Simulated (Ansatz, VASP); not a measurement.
Given: the input of a run of Ansatz 0.2.0 on YbRu.

Contents of input.yaml:

```yaml
crystal:
  lattice:
    - [0.0, 2.77452, 2.77452]
    - [2.77452, 0.0, 2.77452]
    - [2.77452, 2.77452, 0.0]
  atoms:
    - { symbol: Yb, position: [0.5, 0.5, 0.5], spin: 1.0 }
    - { symbol: Ru, position: [0.0, 0.0, 0.0], spin: 1.0 }
hamiltonian:
  xc: pbe
  pseudopotentials: { kind: paw }
magnetization:
  spin_polarized: true
kpoints:
  mp_grid: { grid: [6, 6, 6] }
scf:
  occupations: { method: fermi_dirac, width: 0.05 }
output:
  forces: true
  stress: true
  eigenvalues: true
relax:
  f_tol: 0.01
  max_steps: 40
  cell: { stress_tol: 0.05 }
```

Potentials or basis: Ansatz PAW.

Command:

```console
$ ansatz run input.yaml --threads 2 --pin off --max-ram 5632MiB --backend cpu --events-out ev --progress --plain --runs-dir out
```

Problem. Translate it to VASP 6.6.1. Potentials there: VASP PAW PBE potentials, release 64 (Yb, Ru_pv).

Solution. As run (the cutoff follows the program's own potentials):

INCAR

```
SYSTEM = YbRu
PREC = Accurate
ENCUT = 600
EDIFF = 1E-7
ISMEAR = -1
SIGMA = 0.05
LREAL = .False.
LASPH = .True.
NELM = 150
ALGO = Normal
ISIF = 3
LWAVE = .False.
LCHARG = .False.
ISPIN = 2
MAGMOM = 1 1
LORBIT = 11
LMAXMIX = 6
GGA = PE
IBRION = 2
NSW = 60
EDIFFG = -0.005
```

Contents of KPOINTS:

```
Automatic mesh
0
Gamma
  6 6 6
  0 0 0
```

The input POSCAR:

```
YbRu
1.0
    0.0000000000      2.7745200000      2.7745200000
    2.7745200000      0.0000000000      2.7745200000
    2.7745200000      2.7745200000      0.0000000000
Yb Ru
1 1
Direct
    0.5000000000      0.5000000000      0.5000000000
    0.0000000000      0.0000000000      0.0000000000
```

Potentials or basis: VASP PAW PBE potentials, release 64 (Yb, Ru_pv).

Run with:

```console
$ cat potpaw_PBE.64/Yb/POTCAR potpaw_PBE.64/Ru_pv/POTCAR > POTCAR
$ mpirun -np 1 vasp_std > vasp.out
```

Both were run:

|  | VASP | Ansatz | Ansatz less VASP |
| --- | --- | --- | --- |
| gap on the k mesh at the Fermi level, each at its own relaxed structure (eV) | none | none | - |
| net moment per atom (μB) | 0.49 | 0.48 | -0.005 |
| size of the moment on the site where the two differ most (μB) | 0.73 | 0.70 | -0.037 |
| relaxed volume (Å³/atom) | 21.69 | 21.54 | -0.158 |
| relaxed cell length with the largest relative difference (Å) | 3.944 | 3.935 | -0.0096 |

Site moments also hang on the region over which each program counts them. A gap of «none» marks a metal or a gap that the smearing closes. The two sets of potentials don't hold the same shells in valence.

Caveats: spin-orbit coupling is left out, which moves the levels of the heavy elements; without U or exact exchange the open f shell lies at the Fermi level, which spoils levels, moments and volumes; the plane-wave basis is chosen anew once the cell has moved, so the energies of steps on either side of that aren't comparable (Ansatz). The state reached can hang on the start; a lower one may exist.
